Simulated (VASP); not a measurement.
Output of a VASP run:

### OSZICAR
```
       N       E                     dE             d eps       ncg     rms          rms(c)
DAV:   1     0.105404473547E+02    0.10540E+02   -0.34917E+03  5556   0.864E+02
DAV:   2    -0.985801139100E+01   -0.20398E+02   -0.19055E+02  5256   0.115E+02
DAV:   3    -0.100797096961E+02   -0.22170E+00   -0.22084E+00  5943   0.163E+01
DAV:   4    -0.100807445062E+02   -0.10348E-02   -0.10348E-02  5778   0.103E+00
DAV:   5    -0.100807546857E+02   -0.10180E-04   -0.10179E-04  5700   0.913E-02    0.115E+01
DAV:   6    -0.897681445314E+01    0.11039E+01   -0.15661E+01  5509   0.624E+01    0.610E+00
DAV:   7    -0.887665442664E+01    0.10016E+00   -0.11424E+00  5509   0.162E+01    0.335E+00
DAV:   8    -0.887317864949E+01    0.34758E-02   -0.88972E-03  6526   0.796E-01    0.142E+00
DAV:   9    -0.886421388685E+01    0.89648E-02   -0.11841E-02  6547   0.926E-01    0.542E-01
DAV:  10    -0.886518142618E+01   -0.96754E-03   -0.28891E-04  6487   0.197E-01    0.371E-01
DAV:  11    -0.886562149934E+01   -0.44007E-03   -0.22624E-03  6356   0.501E-01    0.916E-02
DAV:  12    -0.886570445552E+01   -0.82956E-04   -0.78852E-05  6510   0.101E-01    0.234E-02
DAV:  13    -0.886571234295E+01   -0.78874E-05   -0.45943E-06  4479   0.199E-02    0.104E-02
DAV:  14    -0.886570818439E+01    0.41586E-05   -0.68151E-07  2666   0.133E-02    0.303E-03
DAV:  15    -0.886570845669E+01   -0.27231E-06   -0.84351E-08  2630   0.388E-03
   1 F= -.88657085E+01 E0= -.88658729E+01  d E =0.493320E-03  mag=     2.2752
```

File OUTCAR:
```
------------------------ aborting loop because EDIFF is reached ----------------------------------------
  FORCE on cell =-STRESS in cart. coord.  units (eV):
  Direction    XX          YY          ZZ          XY          YZ          ZX
  --------------------------------------------------------------------------------------
  Total       -1.1667139     -1.1667139     -1.1667139      0.0000000      0.0000000     -0.0000000
  in kB     -158.1463846   -158.1463846   -158.1463846      0.0000000      0.0000000     -0.0000000
  external PRESSURE =    -158.1463846 kB  Pullay stress =       0.0000000 kB
  volume of cell :       11.82
      direct lattice vectors                 reciprocal lattice vectors
    -1.435000000  1.435000000  1.435000000     0.000000000  0.348432056  0.348432056
     1.435000000 -1.435000000  1.435000000     0.348432056  0.000000000  0.348432056
     1.435000000  1.435000000 -1.435000000     0.348432056  0.348432056  0.000000000
 POSITION                                       TOTAL-FORCE (eV/Angst)
 -----------------------------------------------------------------------------------
      0.00000      0.00000      0.00000         0.000000     -0.000000     -0.000000
 -----------------------------------------------------------------------------------
    total drift:                                0.000000      0.000000      0.000000
  FREE ENERGIE OF THE ION-ELECTRON SYSTEM (eV)
  ---------------------------------------------------
  free  energy   TOTEN  =        -8.8657084567 eV

  energy  without entropy=       -8.8662017768  energy(sigma->0) =       -8.86587290

 total charge

# of ion       s       p       d       tot
------------------------------------------
    1        0.473   0.510   6.208   7.191

 magnetization (x)

# of ion       s       p       d       tot
------------------------------------------
    1       -0.014  -0.050   2.334   2.270
```
(Selected blocks of OUTCAR.)

**POSCAR**
```
Fe
1
   -1.4350000000     1.4350000000     1.4350000000
    1.4350000000    -1.4350000000     1.4350000000
    1.4350000000     1.4350000000    -1.4350000000
Fe
1
Direct
  0.0000000000   0.0000000000   0.0000000000
```

**Question.** Reconstruct the remaining input files.

**Answer.** Several could match; the one computed here: the input of the run itself, PBEsol GGA, plane waves, VASP's PBE PAW potentials (set 64).

**KPOINTS**
```
Automatic mesh
0
Gamma
  16 16 16
0 0 0
```

### INCAR
```
ENCUT=400   # plane-wave cut-off (eV)
ISIF=2   # forces and stress, cell fixed
MAGMOM=2.5
SYSTEM=Fe
LMAXMIX=4   # l cut-off of mixed one-centre charges
NELM=100
LASPH=.True.   # aspherical one-centre terms
LCHARG=.False.
ISPIN=2   # spin-polarised
ALGO=Normal   # blocked Davidson
EDIFF=1E-6
LWAVE=.False.
SIGMA=0.1
GGA=PS
PREC=Accurate
ISMEAR=1   # Methfessel-Paxton
LREAL=.False.   # projection in real space or not
LORBIT=10
```

POTCAR, in this order: Fe (PBE.64 set). Program: vasp_std.

The compound is Fe in the bcc structure. The cell was not relaxed at this level. The run is one of a series of settings (GGA = PS against the base run), some of them coarse on purpose.
